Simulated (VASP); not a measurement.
A convergence study with VASP on Sn (beta): a few settings are varied, all else stays as given below, so the limit is that of these other settings.

```yaml
crystal:
  lattice:
    - [-2.91500, 2.91500, 1.59000]
    - [2.91500, -2.91500, 1.59000]
    - [2.91500, 2.91500, -1.59000]
  atoms:
    - { symbol: Sn, position: [0.25000, 0.75000, 0.50000] }
    - { symbol: Sn, position: [0.00000, 0.00000, 0.00000] }
```

Computed with PBE GGA, VASP's PBE PAW potentials (set 64) (plane waves; VASP). The last row used: 550 eV cut-off, 21×21×21 Γ-centred mesh, second-order Methfessel-Paxton smearing of 0.40 eV, potentials Sn_d.

```
setting                                   E (eV/atom)  pressure (GPa)  irreducible k-points
----------------------------------------  -----------  --------------  --------------------
ISMEAR = -1, SIGMA = 0.01, 7×7×7 mesh         -3.8078            2.48                    40
ISMEAR = -1, SIGMA = 0.1, 7×7×7 mesh          -3.8099            2.51                    40
ISMEAR = 0, SIGMA = 0.01, 7×7×7 mesh          -3.8078            2.51                    40
ISMEAR = 0, SIGMA = 0.1, 7×7×7 mesh           -3.8084            2.47                    40
ISMEAR = 1, SIGMA = 0.01, 7×7×7 mesh          -3.8078            2.53                    40
ISMEAR = 1, SIGMA = 0.2, 7×7×7 mesh           -3.8087            2.46                    40
ISMEAR = 2, SIGMA = 0.05, 7×7×7 mesh          -3.8078            2.47                    40
ISMEAR = 2, SIGMA = 0.2, 7×7×7 mesh           -3.8084            2.47                    40
ISMEAR = -1, SIGMA = 0.01, 15×15×15 mesh      -3.7937            2.62                   288
ISMEAR = -1, SIGMA = 0.2, 15×15×15 mesh       -3.7930            2.87                   288
ISMEAR = 0, SIGMA = 0.01, 15×15×15 mesh       -3.7937            2.62                   288
ISMEAR = 0, SIGMA = 0.2, 15×15×15 mesh        -3.7936            2.67                   288
ISMEAR = 1, SIGMA = 0.01, 15×15×15 mesh       -3.7937            2.61                   288
ISMEAR = 1, SIGMA = 0.4, 15×15×15 mesh        -3.7933            2.63                   288
ISMEAR = 2, SIGMA = 0.05, 15×15×15 mesh       -3.7937            2.62                   288
ISMEAR = 2, SIGMA = 0.4, 15×15×15 mesh        -3.7934            2.63                   288
ISMEAR = -1, SIGMA = 0.05, 21×21×21 mesh      -3.7940            2.63                   726
ISMEAR = -1, SIGMA = 0.2, 21×21×21 mesh       -3.7938            2.88                   726
ISMEAR = 0, SIGMA = 0.05, 21×21×21 mesh       -3.7939            2.62                   726
ISMEAR = 0, SIGMA = 0.2, 21×21×21 mesh        -3.7940            2.65                   726
ISMEAR = 1, SIGMA = 0.05, 21×21×21 mesh       -3.7939            2.63                   726
ISMEAR = 1, SIGMA = 0.4, 21×21×21 mesh        -3.7942            2.62                   726
ISMEAR = 2, SIGMA = 0.1, 21×21×21 mesh        -3.7939            2.62                   726
ISMEAR = 2, SIGMA = 0.4, 21×21×21 mesh        -3.7941            2.62                   726
```

Left out are rungs that failed or repeat a setting and relaxations that didn't move; long series are thinned to 24 rows.

The compound is Sn in the beta structure. The cell was not relaxed at this level.
